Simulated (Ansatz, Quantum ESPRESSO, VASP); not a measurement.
# Code comparison for AgAu₃ (Pm-3m, 4 atoms in the cell)

Self-consistent single point.

```
AgAu3
1.0
    4.12163     0.00000     0.00000
    0.00000     4.12163     0.00000
    0.00000     0.00000     4.12163
Ag Au
1 3
Direct
  0.50000   0.50000   0.50000
  0.50000   0.00000   0.00000
  0.00000   0.50000   0.00000
  0.00000   0.00000   0.50000
```

Shared settings, as Ansatz (a program for electronic structure) writes them: kpoints.mp_grid.grid = 6 6 6; magnetization.spin_orbit = true; scf.occupations.method = fermi_dirac; scf.occupations.width = 0.1 eV. Potentials and cutoffs stand in the table.

| code | model | pressure (GPa) | cutoff |
|---|---|---|---|
| VASP | LDA (PZ), spin-orbit coupling, VASP's LDA PAW potentials (set 64) | -10.78 | 300 eV |
| Quantum ESPRESSO | LDA (PZ), spin-orbit coupling, PseudoDojo fully relativistic norm-conserving (PBE) pseudopotentials | -10.24 | 85 Ry |
| Ansatz | LDA (PW92) with spin-orbit coupling, PAW files made with PBE | -11.00 | 420 eV |

The spread over the programs that give each value: pressure within 0.76 GPa.

Ansatz's pressure is given at a fixed set of plane waves, as the other plane-wave codes print theirs; with its correction for the finite basis it is -10.74 GPa (the shift of 0.25 GPa shows how far the cutoff is from converged). The same LDA comes in different parametrisations, which differ slightly.

VASP's run is marked for a possible Pulay error in its stress at this cutoff; no cutoff test was made.

The starting cell comes from a database of computed structures (which also holds hypothetical and non-ambient phases and stackings), without a prior relaxation at this level.

Left out of this page: Elk (not drawn, or without a comparable value).

Keys are those of Ansatz 0.2.
